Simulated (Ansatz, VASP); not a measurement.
## Ge3Os: VASP beside Ansatz

```
CELL_PARAMETERS angstrom
5.07706 0.00000 0.00000
0.00000 5.07706 0.00000
0.00000 0.00000 5.07706
ATOMIC_POSITIONS crystal
Ge 0.25000 0.00000 0.50000
Ge 0.50000 0.75000 0.00000
Ge 0.75000 0.00000 0.50000
Ge 0.50000 0.25000 0.00000
Ge 0.00000 0.50000 0.75000
Ge 0.00000 0.50000 0.25000
Os 0.00000 0.00000 0.00000
Os 0.50000 0.50000 0.50000
```

Change from the starting cell: species swapped into the Nb3Sn type (Pm-3n, No. 223).

Alike in both runs: functional PBE; k mesh 8 × 8 × 8; occupations gaussian, width 0.1 eV; no spin polarisation.

Ansatz relaxed the structure, and its values are those at the end. VASP's run is a single point on that final structure, the one shown.

|  | VASP | Ansatz |
| --- | --- | --- |
| version | VASP 6.6.1 | Ansatz 0.2.0 |
| potentials or method | VASP PAW PBE potentials, release 64 (Ge_d, Os) | scalar-relativistic, plane waves, PAW |
| plane-wave cutoff (eV) | 520 | 420 |
| valence electrons in the cell | 100 | 116 |

|  | VASP | Ansatz | Ansatz less VASP |
| --- | --- | --- | --- |
| gap on the k mesh at the Fermi level (eV) | none | none | - |
| pressure (GPa) | 0.1 | 0.0 | -0.11 |

A gap of «none» marks a metal or a gap that the smearing closes. The two sets of potentials don't hold the same shells in valence.

Spin-orbit coupling is left out, which matters for the levels of Os.
